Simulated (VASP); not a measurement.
Hf2Pd2Se2Br2O3, 11 atoms in the cell. Symmetry: P-62m, No. 189, hexagonal system. The conventional cell has a = 5.276 Å, b = 5.276 Å, c = 10.110 Å, α = 90.00°, β = 90.00°, γ = 120.00°. Around Hf (site symmetry 3m) lie 1 Pd at 2.20 Å. Pd (site symmetry -62m) is surrounded by 3 O at 2.08 Å. Pd (site symmetry -62m) is surrounded by 2 Hf at 2.20 Å. Se (site symmetry -6) has 3 O at 1.62 Å as nearest neighbours. Br (site symmetry -6) is surrounded by 3 Br at 3.05 Å and 3 Pd at 3.05 Å. O (site symmetry m2m) has 2 Se at 1.62 Å as nearest neighbours. The cell was built by a generator and needn't be a form met in nature.

```yaml
Program: VASP 6.6.1
Task: relaxation of cell and atoms
Functional: PBE
Potentials_or_basis: VASP PAW PBE potentials, release 64 (Hf_pv, Pd, Se, Br, O)
Cutoff: 520 eV
k_mesh: 3 × 3 × 2
Occupations: gaussian, width 0.15 eV
Spin: no spin polarisation
Further_INCAR_settings: PREC = Normal; LREAL = Auto; ALGO = Fast; EDIFF = 0.0001; IBRION = 2; EDIFFG = -0.08; NSW = 24; ISIF = 3
```

Potentials or basis: VASP PAW PBE potentials, release 64 (Hf_pv, Pd, Se, Br, O).

Launch:

```console
$ cat potpaw_PBE.64/Hf_pv/POTCAR potpaw_PBE.64/Pd/POTCAR potpaw_PBE.64/Se/POTCAR potpaw_PBE.64/Br/POTCAR potpaw_PBE.64/O/POTCAR > POTCAR
$ mpirun -np 4 vasp_std > vasp.out
```

Hardware: 4 MPI ranks on AMD EPYC 9R45 96-Core Processor (Zen 5), with other jobs on the host.

How long does it take, and how much memory?

It took 76 s on 4 MPI ranks on AMD EPYC 9R45 96-Core Processor (Zen 5), with other jobs on the host, peak memory 0.15 GiB a rank. Counts: scf iterations 138, k points 6, ion steps 14.
